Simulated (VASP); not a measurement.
A convergence study with VASP on AlN (zinc blende): one setting is varied, all else stays as given below, so the limit is that of these other settings.

```
AlN
1.0
    0.00000     2.19000     2.19000
    2.19000     0.00000     2.19000
    2.19000     2.19000     0.00000
Al N
1 1
Direct
  0.00000   0.00000   0.00000
  0.25000   0.25000   0.25000
```

These are LDA (Ceperley-Alder, Perdew-Zunger), VASP's LDA PAW potentials (set 64) (plane waves; VASP 6.6.1) values and carry that method's errors. The tightest run used: 700 eV cut-off, 16×16×16 Monkhorst-Pack mesh, Gaussian smearing of 0.050 eV, potentials Al N.

```json
[
 {"setting": "1×1×1 mesh", "E (eV/atom)": "-2.2213", "pressure (GPa)": "13.38", "irreducible k-points": "1"},
 {"setting": "2×2×2 mesh", "E (eV/atom)": "-8.1635", "pressure (GPa)": "-4.57", "irreducible k-points": "2"},
 {"setting": "3×3×3 mesh", "E (eV/atom)": "-8.0836", "pressure (GPa)": "-4.41", "irreducible k-points": "4"},
 {"setting": "4×4×4 mesh", "E (eV/atom)": "-8.1859", "pressure (GPa)": "-4.79", "irreducible k-points": "10"},
 {"setting": "5×5×5 mesh", "E (eV/atom)": "-8.1819", "pressure (GPa)": "-4.80", "irreducible k-points": "10"}
]
```

### Question
These are the cheaper rows. Estimate the results at 16×16×16 mesh, and how far the last row shown lies from them.

### Answer

```json
[
 {"quantity": "E (eV/atom)", "tightest run": "-8.1859", "last row shown is off by": "0.0040"},
 {"quantity": "pressure (GPa)", "tightest run": "-4.80", "last row shown is off by": "0.00"}
]
```

Left out are rungs that failed or repeat a setting and relaxations that didn't move; long series are thinned to 24 rows.

The compound is AlN in the zinc blende structure, a metastable form; wurtzite is the usual one. The cell was not relaxed at this level.
